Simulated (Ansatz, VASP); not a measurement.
**GaC3 in VASP and in Ansatz**

File INCAR:

```
SYSTEM = GaC3
ALGO = Normal ; EDIFF = 1E-6
ENCUT = 520 ; GGA = PE
ISIF = 2 ; ISMEAR = 0
LASPH = .True. ; LCHARG = .False.
LREAL = .False. ; LWAVE = .False.
NBANDS = 20 ; NELM = 60
PREC = Accurate ; SIGMA = 0.1
```

KPOINTS

```
k-points
0
Gamma
  12 12 12
  0 0 0
```

File POSCAR:

```
GaC3
1.0
    3.3345138661      0.0000000000      0.0000000000
    0.0000000000      3.3345138661      0.0000000000
    0.0000000000      0.0000000000      3.3345138661
Ga C
1 3
Direct
    0.0000000000      0.0000000000      0.0000000000
    0.0000000000      0.5000000000      0.5000000000
    0.5000000000      0.0000000000      0.5000000000
    0.5000000000      0.5000000000      0.0000000000
```

Input for Ansatz:

```yaml
crystal:
  lattice:
    - [3.3345138661, 0.0, 0.0]
    - [0.0, 3.3345138661, 0.0]
    - [0.0, 0.0, 3.3345138661]
  atoms:
    - { symbol: Ga, position: [0.0, 0.0, 0.0] }
    - { symbol: C, position: [0.0, 0.5, 0.5] }
    - { symbol: C, position: [0.5, 0.0, 0.5] }
    - { symbol: C, position: [0.5, 0.5, 0.0] }
basis:
  ecutwfc: 420
kpoints:
  mp_grid: { grid: [12, 12, 12] }
hamiltonian:
  xc: pbe
scf:
  occupations: { method: gaussian, width: 0.1 }
output:
  forces: true
  stress: true
  eigenvalues: true
```

Alike in both runs: task single point; functional PBE; k mesh 12 × 12 × 12; occupations gaussian, width 0.1 eV; no spin polarisation.

```csv
,VASP,Ansatz
version,VASP 6.6.1,Ansatz 0.2.0
potentials or method,"VASP PAW PBE potentials, release 64 (Ga_d, C)","scalar-relativistic, plane waves, PAW"
plane-wave cutoff (eV),520,420
valence electrons in the cell,25,25
```

```tsv
	VASP	Ansatz	Ansatz less VASP
gap on the k mesh at the Fermi level (eV)	none	none	-
pressure (GPa)	0.0	-0.4	-0.36
```

A gap of «none» marks a metal or a gap that the smearing closes.
